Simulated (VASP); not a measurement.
Output of a VASP run:

### OUTCAR
```
 ion  position               nearest neighbor table
   1  0.333  0.667  0.168-   6 2.64   6 2.64   6 2.64   4 2.78
   2  0.667  0.333  0.668-   5 2.64   5 2.64   5 2.64   3 2.78
   3  0.667  0.333  0.832-   8 2.64   8 2.64   8 2.64   2 2.78
   4  0.333  0.667  0.332-   7 2.64   7 2.64   7 2.64   1 2.78
   5  0.333  0.667  0.592-   2 2.64   2 2.64   2 2.64
   6  0.667  0.333  0.092-   1 2.64   1 2.64   1 2.64
   7  0.667  0.333  0.408-   4 2.64   4 2.64   4 2.64
   8  0.333  0.667  0.908-   3 2.64   3 2.64   3 2.64
  LATTYP: Found a hexagonal cell.
 ALAT       =     4.0096045516
 C/A-ratio  =     4.2188504492
 Subroutine PRICEL returns:
 Original cell was already a primitive cell.
 Subroutine GETGRP returns: Found 24 space group operations
The static configuration has the point symmetry D_3d.
 The point group associated with its full space group is D_6h.
The dynamic configuration has the point symmetry D_3d.
 Subroutine INISYM returns: Found 24 space group operations
 Subroutine IBZKPT returns following result:
 Found     16 irreducible k-points:

 Following reciprocal coordinates:
            Coordinates               Weight
  0.000000  0.000000  0.000000      1.000000
  0.142857  0.000000  0.000000      6.000000
  0.285714  0.000000  0.000000      6.000000
  0.428571 -0.000000  0.000000      6.000000
  0.142857  0.142857  0.000000      6.000000
  0.285714  0.142857  0.000000     12.000000
  0.428571  0.142857  0.000000      6.000000
  0.285714  0.285714  0.000000      6.000000
  0.000000  0.000000  0.500000      1.000000
  0.142857  0.000000  0.500000      6.000000
  0.285714  0.000000  0.500000      6.000000
  0.428571 -0.000000  0.500000      6.000000
  0.142857  0.142857  0.500000      6.000000
  0.285714  0.142857  0.500000     12.000000
  0.428571  0.142857  0.500000      6.000000
  0.285714  0.285714  0.500000      6.000000
   k-points           NKPTS =     16   k-points in BZ     NKDIM =     16   number of bands    NBANDS=     45
   number of dos      NEDOS =    601   number of ions     NIONS =      8
   total plane-waves  NPLWV =  87808
   dimension x,y,z NGX =    28 NGY =   28 NGZ =  112
   dimension x,y,z NGXF=    56 NGYF=   56 NGZF=  224
   ions per type =               4   4
   PREC   = accura    normal or accurate (medium, high low for compatibility)
   ISTART =      0    job   : 0-new  1-cont  2-samecut
   ICHARG =      2    charge: 1-file 2-atom 10-const
   ISPIN  =      1    spin polarized calculation?
   LNONCOLLINEAR =      F non collinear calculations
   LSORBIT =      F    spin-orbit coupling
   INIWAV =      1    electr: 0-lowe 1-rand  2-diag
   ENCUT  =  400.0 eV  29.40 Ry    5.42 a.u.   6.54  6.54 27.59*2*pi/ulx,y,z
   NELM   =    100;   NELMIN=  2; NELMDL= -5     # of ELM steps
   EDIFF  = 0.1E-06   stopping-criterion for ELM
   LREAL  =      F    real-space projection
   NLSPLINE    = F    spline interpolate recip. space projectors
   LMAXMIX     =    4 max onsite mixed and CHGCAR
   VOSKOWN=      0    Vosko Wilk Nusair interpolation
   EDIFFG = 0.1E-05   stopping-criterion for IOM
   NSW    =      0    number of steps for IOM
   NBLOCK =      1;   KBLOCK =      1    inner block; outer block
   IBRION =     -1    ionic relax: 0-MD 1-quasi-New 2-CG
   NFREE  =      0    steps in history (QN), initial steepest desc. (CG)
   ISIF   =      2    stress and relaxation
   ISYM   =      2    0-nonsym 1-usesym 2-fastsym
   TEIN   =    0.0    initial temperature
   TEBEG  =    0.0;   TEEND  =   0.0 temperature during run
   SMASS  =  -3.00    Nose mass-parameter (am)
   PSTRESS=    0.0 pullay stress
   NELECT =      76.0000    total number of electrons
   EFERMI =   0.00;   METHOD = LEGACY
   ISMEAR =    -5;   SIGMA  =   0.20  broadening in eV -4-tet -1-fermi 0-gaus
   IALGO  =     38    algorithm
   LDIAG  =      T    sub-space diagonalisation (order eigenvalues)
   IMIX   =      4    mixing-type and parameters
     AMIX     =   0.40;   BMIX     =  1.00
     AMIX_MAG =   1.60;   BMIX_MAG =  1.00
     AMIN     =   0.10
...
```

File OSZICAR:
```
       N       E                     dE             d eps       ncg     rms          rms(c)
DAV:   1     0.711911768075E+03    0.71191E+03   -0.29838E+04  1448   0.157E+03
DAV:   2     0.754575549677E+02   -0.63645E+03   -0.62205E+03  1458   0.426E+02
DAV:   3    -0.256510326850E+02   -0.10111E+03   -0.98323E+02  1794   0.189E+02
DAV:   4    -0.318841788445E+02   -0.62331E+01   -0.61906E+01  1720   0.465E+01
DAV:   5    -0.321140247139E+02   -0.22985E+00   -0.22969E+00  1827   0.864E+00    0.101E+01
DAV:   6    -0.312519166155E+02    0.86211E+00   -0.17088E+00  1884   0.179E+01    0.561E+00
DAV:   7    -0.311971721596E+02    0.54744E-01   -0.93409E-01  2099   0.610E+00    0.140E+00
DAV:   8    -0.311886990824E+02    0.84731E-02   -0.10152E-01  2099   0.319E+00    0.102E+00
DAV:   9    -0.311892698811E+02   -0.57080E-03   -0.16576E-02  1809   0.537E-01    0.388E-01
DAV:  10    -0.311890382745E+02    0.23161E-03   -0.18986E-03  2046   0.514E-01    0.185E-01
DAV:  11    -0.311892027756E+02   -0.16450E-03   -0.72575E-04  1724   0.145E-01    0.350E-02
DAV:  12    -0.311891998224E+02    0.29532E-05   -0.53011E-05  2307   0.364E-02    0.268E-02
DAV:  13    -0.311892050613E+02   -0.52389E-05   -0.18326E-05  1946   0.248E-02    0.148E-02
DAV:  14    -0.311892057350E+02   -0.67369E-06   -0.21268E-06  1888   0.122E-02    0.284E-03
DAV:  15    -0.311892059368E+02   -0.20182E-06   -0.38214E-07  1225   0.459E-03    0.159E-03
DAV:  16    -0.311892059179E+02    0.18887E-07   -0.90867E-08  1129   0.319E-03
   1 F= -.31189206E+02 E0= -.31189206E+02  d E =0.000000E+00
```

OUTCAR:
```
------------------------ aborting loop because EDIFF is reached ----------------------------------------
  FORCE on cell =-STRESS in cart. coord.  units (eV):
  Direction    XX          YY          ZZ          XY          YZ          ZX
  --------------------------------------------------------------------------------------
  Total       -0.0497988     -0.0497988      0.0520839      0.0000000      0.0000000      0.0000000
  in kB       -0.3387663     -0.3387663      0.3543114      0.0000000      0.0000000      0.0000000
  external PRESSURE =      -0.1077404 kB  Pullay stress =       0.0000000 kB
  volume of cell :      235.52
      direct lattice vectors                 reciprocal lattice vectors
     4.009604552  0.000000000  0.000000000     0.249401153  0.143991827  0.000000000
    -2.004802276  3.472419297  0.000000000     0.000000000  0.287983655  0.000000000
     0.000000000  0.000000000 16.915921964     0.000000000  0.000000000  0.059115903
 POSITION                                       TOTAL-FORCE (eV/Angst)
 -----------------------------------------------------------------------------------
     -0.00000      2.31495      2.84078         0.000000     -0.000000      0.008295
      2.00480      1.15747     11.29874         0.000000      0.000000      0.008295
      2.00480      1.15747     14.07514        -0.000000      0.000000     -0.008295
     -0.00000      2.31495      5.61718        -0.000000     -0.000000     -0.008295
     -0.00000      2.31495     10.02036         0.000000     -0.000000     -0.002731
      2.00480      1.15747      1.56240        -0.000000      0.000000     -0.002731
      2.00480      1.15747      6.89556        -0.000000      0.000000      0.002731
     -0.00000      2.31495     15.35352         0.000000      0.000000      0.002731
 -----------------------------------------------------------------------------------
    total drift:                               -0.000536      0.000565      0.000015
  FREE ENERGIE OF THE ION-ELECTRON SYSTEM (eV)
  ---------------------------------------------------
  free  energy   TOTEN  =       -31.1892059179 eV

  energy  without entropy=      -31.1892059179  energy(sigma->0) =      -31.18920592

 total charge

# of ion       s       p       d       tot
------------------------------------------
    1        0.858   0.675   9.885  11.418
    2        0.858   0.675   9.885  11.418
    3        0.858   0.675   9.885  11.418
    4        0.858   0.675   9.885  11.418
    5        1.475   2.323   0.023   3.821
    6        1.475   2.323   0.023   3.821
    7        1.475   2.323   0.023   3.821
    8        1.475   2.323   0.023   3.821
--------------------------------------------------
tot          9.332  11.994  39.631  60.957
```
(Selected blocks of OUTCAR.)

File POSCAR:
```
InSe
1
    4.0096045516    -0.0000000000     0.0000000000
   -2.0048022758     3.4724192972     0.0000000000
   -0.0000000000    -0.0000000000    16.9159219636
In Se
4 4
Direct
  0.3333330000   0.6666670000   0.1679354678
  0.6666670000   0.3333330000   0.6679354678
  0.6666670000   0.3333330000   0.8320645322
  0.3333330000   0.6666670000   0.3320645322
  0.3333330000   0.6666670000   0.5923625202
  0.6666670000   0.3333330000   0.0923625202
  0.6666670000   0.3333330000   0.4076374798
  0.3333330000   0.6666670000   0.9076374798
```

Question: Reconstruct the remaining input files.

Answer: One answer among several that fit: the input of the run itself, PBEsol GGA, plane waves, VASP's PBE PAW potentials (set 64).

KPOINTS:
```
K-points
0
Gamma
7 7 2
0 0 0
```

**INCAR**
```
SYSTEM = InSe
PREC = Accurate; ENCUT = 400; LREAL = .FALSE.
LASPH = .TRUE.
EDIFF = 1E-7; NELM = 100; ALGO = Normal
LMAXMIX = 4
ISMEAR = -5
GGA = PS
ISIF = 2
LWAVE = .FALSE.; LCHARG = .TRUE.; LORBIT = 11
NEDOS = 601
LEFG = .TRUE.
```

POTCAR, in this order: In_d Se (PBE.64 set). Program: vasp_std.

Without a dispersion term in the relaxation, distances and binding between the weakly bound layers, chains or molecules are unreliable, and so is what depends on them.

The structure was generated: InSe was put into the beta-GaS type (P6_3/mmc), a phase also known from measurement. It was relaxed first, which changed the volume by -16 %.
